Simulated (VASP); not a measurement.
Method: LDA (Ceperley-Alder, Perdew-Zunger), VASP's LDA PAW potentials (set 64) (plane waves; VASP).

VASP input:

POSCAR:
```
GaSb
1.0
  0.0000000000   3.0500000000   3.0500000000
  3.0500000000   0.0000000000   3.0500000000
  3.0500000000   3.0500000000   0.0000000000
Ga Sb
1 1
Cartesian
  0.0000000000   0.0000000000   0.0000000000
  1.5250000000   1.5250000000   1.5250000000
```

**INCAR**
```
SYSTEM = GaSb
PREC = Accurate
ENCUT = 520
EDIFF = 1E-6
NELM = 100
ALGO = Normal
LREAL = .FALSE.
LASPH = .TRUE.
ISMEAR = 0
SIGMA = 0.05
LMAXMIX = 4
LWAVE = .FALSE.
LCHARG = .FALSE.
IBRION = 2
ISIF = 3
NSW = 60
EDIFFG = -0.01
```

File KPOINTS:
```
Automatic mesh
0
Gamma
7 7 7
0 0 0
```

POTCAR, in this order: Ga_d Sb (LDA.64 set). Program: vasp_std.

The resulting files:

OSZICAR:
```
       N       E                     dE             d eps       ncg     rms          rms(c)
DAV:   1     0.783504144904E+02    0.78350E+02   -0.88702E+03   520   0.176E+03
DAV:   2    -0.306236791187E+01   -0.81413E+02   -0.79544E+02   600   0.312E+02
DAV:   3    -0.867259259103E+01   -0.56102E+01   -0.55918E+01   660   0.726E+01
DAV:   4    -0.877508494146E+01   -0.10249E+00   -0.10246E+00   555   0.110E+01
DAV:   5    -0.877825511706E+01   -0.31702E-02   -0.31701E-02   702   0.174E+00    0.332E+00
DAV:   6    -0.869018303595E+01    0.88072E-01   -0.85765E-02   729   0.518E+00    0.195E+00
DAV:   7    -0.865444242043E+01    0.35741E-01   -0.60651E-02   575   0.207E+00    0.303E-01
DAV:   8    -0.865410550224E+01    0.33692E-03   -0.47409E-03   656   0.984E-01    0.894E-02
DAV:   9    -0.865418484482E+01   -0.79343E-04   -0.35422E-04   590   0.171E-01    0.338E-02
DAV:  10    -0.865418117184E+01    0.36730E-05   -0.17380E-05   641   0.341E-02    0.125E-02
DAV:  11    -0.865418448567E+01   -0.33138E-05   -0.43594E-06   570   0.220E-02    0.406E-03
DAV:  12    -0.865418447762E+01    0.80468E-08   -0.15773E-07   310   0.378E-03
   1 F= -.86541845E+01 E0= -.86540692E+01  d E =-.865418E+01
       N       E                     dE             d eps       ncg     rms          rms(c)
DAV:   1    -0.878770818187E+01   -0.13352E+00   -0.17176E+00   675   0.235E+01    0.206E+00
DAV:   2    -0.868532279639E+01    0.10239E+00   -0.21940E-01   650   0.104E+01    0.915E-01
DAV:   3    -0.866120978514E+01    0.24113E-01   -0.25381E-02   675   0.273E+00    0.232E-01
DAV:   4    -0.865833927962E+01    0.28705E-02   -0.27650E-03   601   0.736E-01    0.739E-02
DAV:   5    -0.865809302205E+01    0.24626E-03   -0.19791E-04   665   0.188E-01    0.206E-02
DAV:   6    -0.865808664962E+01    0.63724E-05   -0.18435E-05   685   0.743E-02    0.534E-03
DAV:   7    -0.865808655149E+01    0.98129E-07   -0.11825E-06   300   0.931E-03
   2 F= -.86580866E+01 E0= -.86580675E+01  d E =-.390207E-02
       N       E                     dE             d eps       ncg     rms          rms(c)
DAV:   1    -0.866497938217E+01   -0.68927E-02   -0.89445E-02   680   0.562E+00    0.457E-01
DAV:   2    -0.865986439464E+01    0.51150E-02   -0.10013E-02   645   0.207E+00    0.209E-01
DAV:   3    -0.865859399164E+01    0.12704E-02   -0.15413E-03   680   0.702E-01    0.468E-02
DAV:   4    -0.865845780515E+01    0.13619E-03   -0.15262E-04   663   0.192E-01    0.159E-02
DAV:   5    -0.865844546577E+01    0.12339E-04   -0.92389E-06   646   0.409E-02    0.473E-03
DAV:   6    -0.865844495612E+01    0.50965E-06   -0.16121E-06   280   0.247E-02
   3 F= -.86584450E+01 E0= -.86583884E+01  d E =-.426048E-02
```

### OUTCAR
```
------------------------ aborting loop because EDIFF is reached ----------------------------------------
  FORCE on cell =-STRESS in cart. coord.  units (eV):
  Direction    XX          YY          ZZ          XY          YZ          ZX
  --------------------------------------------------------------------------------------
  Total       -0.0102520     -0.0102520     -0.0102520     -0.0000000      0.0000000      0.0000000
  in kB       -0.2958878     -0.2958878     -0.2958878     -0.0000000      0.0000000      0.0000000
  external PRESSURE =      -0.2958878 kB  Pullay stress =       0.0000000 kB
  volume of cell :       55.51
      direct lattice vectors                 reciprocal lattice vectors
    -0.000000000  3.027752404  3.027752404    -0.165138999  0.165138999  0.165138999
     3.027752404  0.000000000  3.027752404     0.165138999 -0.165138999  0.165138999
     3.027752404  3.027752404 -0.000000000     0.165138999  0.165138999 -0.165138999
  FREE ENERGIE OF THE ION-ELECTRON SYSTEM (eV)
  ---------------------------------------------------
  free  energy   TOTEN  =        -8.6584449561 eV

  energy  without entropy=       -8.6583318180  energy(sigma->0) =       -8.65838839

 reached required accuracy - stopping structural energy minimisation
```
(Selected blocks of OUTCAR.)

File CONTCAR:
```
GaSb
   1.00000000000000
    -0.0000000000000000    3.0277524035184737    3.0277524035184737
     3.0277524035184737    0.0000000000000000    3.0277524035184737
     3.0277524035184737    3.0277524035184737   -0.0000000000000000
  Ga              Sb
     1     1
Direct
     0.0000000000000000    0.0000000000000000    0.0000000000000000
     0.2500000000000000    0.2500000000000000    0.2500000000000000
```

File OUTCAR:
```
 val. band max:        5.0054049736   @ k =   0.0000   0.0000   0.0000

 cond. band min:       5.0995853464   @ k =   0.0000   0.0000   0.0000


 Fermi energy:         5.0632940793

 k-point     1 :       0.0000    0.0000    0.0000
  band No.  band energies     occupation
      1     -10.2087      2.00000
      2     -10.2087      2.00000
      3     -10.2087      2.00000
      4     -10.1547      2.00000
      5     -10.1547      2.00000
      6      -6.7297      2.00000
      7       5.0054      1.89844
      8       5.0054      1.89844
      9       5.0054      1.89844
     10       5.0996      0.30467
     11       7.7432      0.00000
     12       7.7432      0.00000
     13       7.7432      0.00000

 k-point     2 :       0.1429    0.0000    0.0000
  band No.  band energies     occupation
      1     -10.2147      2.00000
      2     -10.2061      2.00000
      3     -10.2061      2.00000
      4     -10.1550      2.00000
      5     -10.1550      2.00000
      6      -6.5137      2.00000
      7       2.6539      2.00000
      8       4.6720      2.00000
      9       4.6720      2.00000
     10       6.0478      0.00000
     11       8.1884      0.00000
     12       8.1884      0.00000
     13       8.6380      0.00000

 k-point     3 :       0.2857    0.0000    0.0000
  band No.  band energies     occupation
      1     -10.2278      2.00000
      2     -10.2009      2.00000
      3     -10.2009      2.00000
      4     -10.1551      2.00000
      5     -10.1551      2.00000
      6      -5.9103      2.00000
      7       0.3404      2.00000
      8       4.1510      2.00000
      9       4.1510      2.00000
     10       5.6822      0.00000
     11       8.7025      0.00000
     12       8.7025      0.00000
     13      10.7891      0.00000

 k-point     4 :       0.4286    0.0000    0.0000
  band No.  band energies     occupation
      1     -10.2381      2.00000
      2     -10.1973      2.00000
      3     -10.1973      2.00000
...
```

Energy and stress use the plane-wave basis of the starting cell. Unless said otherwise, spin-orbit coupling is left out, though it shifts the bands of the heavy elements here.

The compound is GaSb in the zinc blende structure. This run relaxes it. Symmetry was kept, so distortions that lower it aren't found.
